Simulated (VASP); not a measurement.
These are AM05 GGA, VASP's PBE PAW potentials (set 64) (plane waves; VASP) values and carry that method's errors.

VASP input:

**INCAR**
```
EDIFF  =  1E-7
ISMEAR  =  0   # Gaussian
LREAL  =  .FALSE.   # projection in real space or not
PREC  =  Accurate
NELM  =  100   # most electronic steps
SYSTEM  =  KTaO3
ICHARG  =  11
ALGO  =  Normal
ENCUT  =  520   # plane-wave cut-off (eV)
SIGMA  =  0.05
LMAXMIX  =  6   # l cut-off of mixed one-centre charges
LORBIT  =  11   # lm-projected
LWAVE  =  .FALSE.
GGA  =  AM   # AM05
LCHARG  =  .FALSE.
LASPH  =  .TRUE.
```

**KPOINTS**
```
k-points along high-symmetry lines
15
Line-mode
Reciprocal
  0.000000   0.000000   0.000000 ! GAMMA
  0.000000   0.500000   0.000000 ! X

  0.000000   0.500000   0.000000 ! X
  0.500000   0.500000   0.000000 ! M

  0.500000   0.500000   0.000000 ! M
  0.000000   0.000000   0.000000 ! GAMMA

  0.000000   0.000000   0.000000 ! GAMMA
  0.500000   0.500000   0.500000 ! R

  0.500000   0.500000   0.500000 ! R
  0.000000   0.500000   0.000000 ! X

  0.500000   0.500000   0.500000 ! R
  0.500000   0.500000   0.000000 ! M
```

**POSCAR**
```
KTaO3
1
    3.9934021789    -0.0000000000    -0.0000000000
    0.0000000000     3.9934021789    -0.0000000000
    0.0000000000     0.0000000000     3.9934021789
K Ta O
1 1 3
Direct
  0.0000000000   0.0000000000   0.0000000000
  0.5000000000   0.5000000000   0.5000000000
  0.5000000000   0.0000000000   0.5000000000
  0.0000000000   0.5000000000   0.5000000000
  0.5000000000   0.5000000000   0.0000000000
```

POTCAR, in this order: K_sv Ta_pv O (PBE.64 set). Program: vasp_std. Read from the step before: CHGCAR.

Output

### OUTCAR
```
 ion  position               nearest neighbor table
   1  0.000  0.000  0.000-   3 2.82   4 2.82   5 2.82   3 2.82   4 2.82   4 2.82   5 2.82   4 2.82
                             3 2.82   5 2.82   3 2.82   5 2.82   2 3.46   2 3.46   2 3.46   2 3.46
   2  0.500  0.500  0.500-   3 2.00   4 2.00   5 2.00   5 2.00   3 2.00   4 2.00   1 3.46   1 3.46
                             1 3.46   1 3.46   1 3.46   1 3.46   1 3.46   1 3.46
   3  0.500  0.000  0.500-   2 2.00   2 2.00   1 2.82   1 2.82   1 2.82   1 2.82
   4  0.000  0.500  0.500-   2 2.00   2 2.00   1 2.82   1 2.82   1 2.82   1 2.82
   5  0.500  0.500  0.000-   2 2.00   2 2.00   1 2.82   1 2.82   1 2.82   1 2.82
  LATTYP: Found a simple cubic cell.
 ALAT       =     3.9934021789
 Subroutine PRICEL returns:
 Original cell was already a primitive cell.
 Subroutine GETGRP returns: Found 48 space group operations
The static configuration has the point symmetry O_h .
The dynamic configuration has the point symmetry O_h .
 Subroutine INISYM returns: Found 48 space group operations
   k-points           NKPTS =     90   k-points in BZ     NKDIM =     90   number of bands    NBANDS=     23
   number of dos      NEDOS =    301   number of ions     NIONS =      5
   total plane-waves  NPLWV =  27000
   dimension x,y,z NGX =    30 NGY =   30 NGZ =   30
   dimension x,y,z NGXF=    60 NGYF=   60 NGZF=   60
   ions per type =               1   1   3
   PREC   = accura    normal or accurate (medium, high low for compatibility)
   ISTART =      0    job   : 0-new  1-cont  2-samecut
   ICHARG =     11    charge: 1-file 2-atom 10-const
...
```

**OSZICAR**
```
       N       E                     dE             d eps       ncg     rms          rms(c)
DAV:   1     0.325345348670E+03    0.32535E+03   -0.21778E+04  4140   0.169E+03
DAV:   2    -0.212498388725E+02   -0.34660E+03   -0.34116E+03  4950   0.447E+02
DAV:   3    -0.401116820267E+02   -0.18862E+02   -0.18598E+02  5331   0.967E+01
DAV:   4    -0.406232010627E+02   -0.51152E+00   -0.51124E+00  7104   0.145E+01
DAV:   5    -0.406276209436E+02   -0.44199E-02   -0.44195E-02  5403   0.115E+00
DAV:   6    -0.406277994135E+02   -0.17847E-03   -0.17847E-03  6351   0.148E-01
DAV:   7    -0.406278012688E+02   -0.18553E-05   -0.18553E-05  5469   0.182E-02
DAV:   8    -0.406278013128E+02   -0.43909E-07   -0.43912E-07  5125   0.227E-03
   1 F= -.40627801E+02 E0= -.40627801E+02  d E =-.517085E-16
```

OUTCAR:
```
 val. band max:        1.6987470775   @ k =   0.5000   0.5000   0.5000

 cond. band min:       3.7829216351   @ k =   0.0000   0.0000   0.0000



 k-point     1 :       0.0000    0.0000    0.0000
  band No.  band energies     occupation
      1     -32.4277      2.00000
      2     -32.4277      2.00000
      3     -32.4277      2.00000
      4     -25.4103      2.00000
      5     -15.7139      2.00000
      6     -14.9889      2.00000
      7     -14.9889      2.00000
      8      -9.0721      2.00000
      9      -9.0721      2.00000
     10      -9.0721      2.00000
     11      -0.7421      2.00000
     12      -0.7421      2.00000
     13      -0.7421      2.00000
     14       0.6364      2.00000
     15       0.6364      2.00000
     16       0.6364      2.00000
     17       1.0766      2.00000
     18       1.0766      2.00000
     19       1.0766      2.00000
     20       3.7829      0.00000
     21       3.7829      0.00000
     22       3.7829      0.00000
     23       8.3889      0.00000

 k-point     2 :       0.0000    0.0357    0.0000
  band No.  band energies     occupation
      1     -32.4288      2.00000
      2     -32.4277      2.00000
      3     -32.4277      2.00000
      4     -25.4100      2.00000
      5     -15.7093      2.00000
      6     -14.9886      2.00000
      7     -14.9827      2.00000
      8      -9.0717      2.00000
      9      -9.0717      2.00000
     10      -9.0703      2.00000
     11      -0.7717      2.00000
     12      -0.7436      2.00000
     13      -0.7436      2.00000
     14       0.6158      2.00000
     15       0.6158      2.00000
     16       0.6302      2.00000
     17       1.0311      2.00000
     18       1.0656      2.00000
     19       1.0656      2.00000
     20       3.7848      0.00000
     21       3.8283      0.00000
     22       3.8283      0.00000
     23       8.3060      0.00000

 k-point     3 :       0.0000    0.0714    0.0000
  band No.  band energies     occupation
...
```

The density is held fixed in this step, so its total energy and stress have no physical meaning. Unless said otherwise, spin-orbit coupling is left out, though it shifts the bands of the heavy elements here.

The compound is KTaO3 in the cubic perovskite structure. It was relaxed first.
